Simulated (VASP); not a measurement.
VASP ran on this input.

### INCAR
```
! general
SYSTEM =CaSe
PREC   =Accurate
ENCUT  =520   ! plane-wave cut-off (eV)
LREAL  =.FALSE.   ! projection in real space or not
LASPH  =.TRUE.

! electronic loop
EDIFF  =1E-6   ! SCF stop (eV)
NELM   =100
ALGO   =Normal   ! blocked Davidson
LMAXMIX=4   ! l cut-off of mixed one-centre charges

! smearing
ISMEAR =0   ! Gaussian
SIGMA  =0.05

! functional
GGA    =PE

! output
LWAVE  =.FALSE.
LCHARG =.TRUE.
```

File KPOINTS:
```
Automatic mesh
0
Gamma
7 7 7
0 0 0
```

### POSCAR
```
CaSe
1
    0.0000000000     2.9823454776     2.9823454776
    2.9823454776     0.0000000000     2.9823454776
    2.9823454776     2.9823454776     0.0000000000
Ca Se
1 1
Direct
  0.0000000000   0.0000000000   0.0000000000
  0.5000000000   0.5000000000   0.5000000000
```

POTCAR, in this order: Ca_sv Se (PBE.64 set). Program: vasp_std.

**Question.** Write an equivalent input for Quantum ESPRESSO's pw.x.

**Answer.** One equivalent input (not run):
```
&CONTROL
  calculation = 'scf'
  pseudo_dir = './pseudo'
  outdir = './out'
  tprnfor = .true.
  tstress = .true.
/
&SYSTEM
  ibrav = 0
  nat = 2
  ntyp = 2
  ecutwfc = 86
  occupations = 'smearing'
  smearing = 'gaussian'
  degauss = 0.003675
  input_dft = 'pbe'
/
&ELECTRONS
  conv_thr = 7.3e-08
  electron_maxstep = 100
/
ATOMIC_SPECIES
  Ca 40.078 Ca.upf
  Se 78.971 Se.upf
CELL_PARAMETERS angstrom
     0.0000000    2.9823455    2.9823455
     2.9823455    0.0000000    2.9823455
     2.9823455    2.9823455    0.0000000
ATOMIC_POSITIONS crystal
  Ca   0.0000000  0.0000000  0.0000000
  Se   0.5000000  0.5000000  0.5000000
K_POINTS automatic
  7 7 7 0 0 0
```
Limits of the translation: the potentials are each code's own (VASP's PAW set, PseudoDojo norm-conserving files in pw.x), so ENCUT and ecutwfc are chosen apart and not converted; conv_thr bounds pw.x's estimated SCF error, while EDIFF bounds the energy change between steps.

The compound is CaSe in the rock salt structure. It was relaxed first.
